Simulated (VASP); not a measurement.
OSZICAR of a VASP run on MgO (rock salt):

File OSZICAR:
```
       N       E                     dE             d eps       ncg     rms          rms(c)
DAV:   1    -0.237309660280E+00   -0.23731E+00   -0.47518E+03  1448   0.813E+02
DAV:   2    -0.195955923566E+02   -0.19358E+02   -0.18851E+02  1376   0.125E+02
DAV:   3    -0.198409365105E+02   -0.24534E+00   -0.24534E+00  1600   0.143E+01
DAV:   4    -0.198412610463E+02   -0.32454E-03   -0.32454E-03  1496   0.458E-01
DAV:   5    -0.198412611579E+02   -0.11157E-06   -0.11157E-06  1592   0.770E-03    0.681E+00
DAV:   6    -0.159579181463E+02    0.38833E+01   -0.48691E+00  1152   0.153E+01    0.201E+00
DAV:   7    -0.163332251298E+02   -0.37531E+00   -0.13156E+00  1168   0.949E+00    0.195E+00
DAV:   8    -0.160261525618E+02    0.30707E+00   -0.20219E+00  1152   0.122E+01    0.197E+00
DAV:   9    -0.160991067273E+02   -0.72954E-01   -0.65598E-01  1152   0.665E+00    0.432E-01
DAV:  10    -0.161668180892E+02   -0.67711E-01   -0.43006E-02  1176   0.207E+00    0.163E-01
DAV:  11    -0.161671596460E+02   -0.34156E-03   -0.29355E-04  1584   0.179E-01    0.133E-01
DAV:  12    -0.161675725080E+02   -0.41286E-03   -0.91297E-04  1216   0.259E-01    0.676E-02
DAV:  13    -0.161676555266E+02   -0.83019E-04   -0.67330E-04  1216   0.260E-01    0.657E-03
DAV:  14    -0.161677283747E+02   -0.72848E-04   -0.27297E-05  1176   0.806E-02    0.517E-03
DAV:  15    -0.161677182489E+02    0.10126E-04   -0.17848E-06   688   0.175E-02    0.538E-03
DAV:  16    -0.161677297355E+02   -0.11487E-04   -0.15160E-06   632   0.103E-02    0.994E-04
DAV:  17    -0.161677249597E+02    0.47758E-05   -0.10068E-07   632   0.470E-03
   1 F= -.16167725E+02 E0= -.16167725E+02  d E =-.161677E+02
```

Question: Which electronic solver shows in the log?

Answer: It is blocked Davidson (ALGO = Normal, or the opening steps of other solvers). The INCAR had ALGO = Normal.

Question: Can the final energy be trusted as converged?

Answer: The run converged. It stopped with EDIFF = 1E-5, NELM = 100, NSW = 20 and EDIFFG = -0.03 after 1 ionic step (r2SCAN meta-GGA, plane waves, VASP's PBE PAW potentials (set 64)).

The compound is MgO in the rock salt structure. It was relaxed first.
